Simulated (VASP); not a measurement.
Input:

```
NiSi2
1.0
    0.00000     2.72557     2.72557
    2.72557     0.00000     2.72557
    2.72557     2.72557     0.00000
Si Ni
2 1
Direct
  0.25000   0.25000   0.25000
  0.75000   0.75000   0.75000
  0.00000   0.00000   0.00000
```

All values below come from PBE GGA, VASP's PBE PAW potentials (set 64) (plane waves; VASP). Settings: 400 eV cut-off, Gaussian smearing of 0.050 eV, potentials Si Ni.

Question: Give the energies of bands 2 to 12 at the high-symmetry points, in eV from the Fermi level.

Answer: 
| band | Γ | X | U | L | W |
|---|---|---|---|---|---|
| 2 | -5.03 | -7.83 | -8.73 | -9.85 | -8.78 |
| 3 | -5.03 | -7.18 | -7.23 | -4.61 | -6.89 |
| 4 | -5.03 | -4.39 | -4.82 | -4.61 | -6.52 |
| 5 | -3.37 | -4.39 | -4.26 | -3.58 | -3.59 |
| 6 | -3.37 | -3.46 | -3.65 | -3.19 | -3.59 |
| 7 | -0.48 | -3.46 | -3.29 | -3.19 | -3.46 |
| 8 | 1.67 | -3.30 | -2.80 | -1.37 | -3.05 |
| 9 | 1.67 | -2.98 | -2.53 | -1.37 | -2.34 |
| 10 | 1.67 | -0.45 | 0.18 | 1.76 | 2.17 |
| 11 | 2.34 | 1.48 | 3.68 | 1.80 | 2.17 |
| 12 | 2.34 | 7.76 | 4.64 | 1.80 | 4.71 |

It has no gap at this level: it comes out as a metal or semimetal.

The compound is NiSi2 in the fluorite structure. It was relaxed first. The run is not spin-polarised, so no magnetic state was tried.
